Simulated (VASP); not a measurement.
Data:

```
BaRh2
1.0
    0.00000     3.95741     3.95741
    3.95741     0.00000     3.95741
    3.95741     3.95741     0.00000
Ba Rh
2 4
Cartesian
  3.95741   3.95741   3.95741
  5.93611   5.93611   5.93611
  2.96805   2.96805   0.98935
  2.96805   0.98935   2.96805
  0.98935   0.98935   0.98935
  0.98935   2.96805   2.96805
```

All values below come from PBEsol GGA, VASP's PBE PAW potentials (set 64) (plane waves; VASP). Numerical set-up: 300 eV cut-off, 5×5×5 Γ-centred mesh, Fermi-Dirac smearing of 0.14 eV, potentials Ba_sv Rh_pv.

The run has a spin-polarised start.

Question: Give the spin-up energies of bands 31 to 44 at the high-symmetry points, in eV from the Fermi level.

Answer: 
```tsv
band	Γ	X	U	L	W
31	-0.46	-1.68	-1.75	-1.71	-1.66
32	-0.46	-1.68	-1.75	-1.66	-1.66
33	-0.46	-1.46	-1.43	-1.66	-1.34
34	-0.37	-1.46	-1.15	-1.35	-1.34
35	-0.37	-1.42	-0.94	-1.09	-1.22
36	-0.37	-1.42	-0.84	-1.09	-1.22
37	-0.32	-0.65	-0.76	-0.44	-0.57
38	-0.32	-0.65	-0.56	-0.42	-0.57
39	0.46	-0.29	-0.51	-0.42	-0.42
40	0.46	-0.29	-0.41	-0.10	-0.42
41	1.28	-0.27	-0.14	-0.10	0.09
42	1.28	-0.27	0.13	1.28	0.09
43	1.28	2.18	1.57	2.19	2.05
44	2.07	2.18	2.80	2.19	2.05
```

Question: Give the spin-down energies of bands 31 to 44 at the high-symmetry points, in eV from the Fermi level.

Answer: 
| band | Γ | X | U | L | W |
|---|---|---|---|---|---|
| 31 | -0.46 | -1.68 | -1.75 | -1.71 | -1.66 |
| 32 | -0.46 | -1.68 | -1.75 | -1.66 | -1.66 |
| 33 | -0.46 | -1.46 | -1.43 | -1.66 | -1.34 |
| 34 | -0.37 | -1.46 | -1.15 | -1.35 | -1.34 |
| 35 | -0.37 | -1.42 | -0.94 | -1.09 | -1.22 |
| 36 | -0.37 | -1.42 | -0.84 | -1.09 | -1.22 |
| 37 | -0.32 | -0.65 | -0.76 | -0.44 | -0.57 |
| 38 | -0.32 | -0.65 | -0.56 | -0.42 | -0.57 |
| 39 | 0.46 | -0.29 | -0.51 | -0.42 | -0.42 |
| 40 | 0.46 | -0.29 | -0.41 | -0.10 | -0.42 |
| 41 | 1.28 | -0.27 | -0.14 | -0.10 | 0.09 |
| 42 | 1.28 | -0.27 | 0.13 | 1.28 | 0.09 |
| 43 | 1.28 | 2.18 | 1.57 | 2.19 | 2.05 |
| 44 | 2.07 | 2.18 | 2.80 | 2.19 | 2.05 |

It has no gap at this level: it comes out as a metal or semimetal.

The structure comes from a computed database's BaRh2 entry; how it stands against other phases isn't given here. The cell was not relaxed at this level.
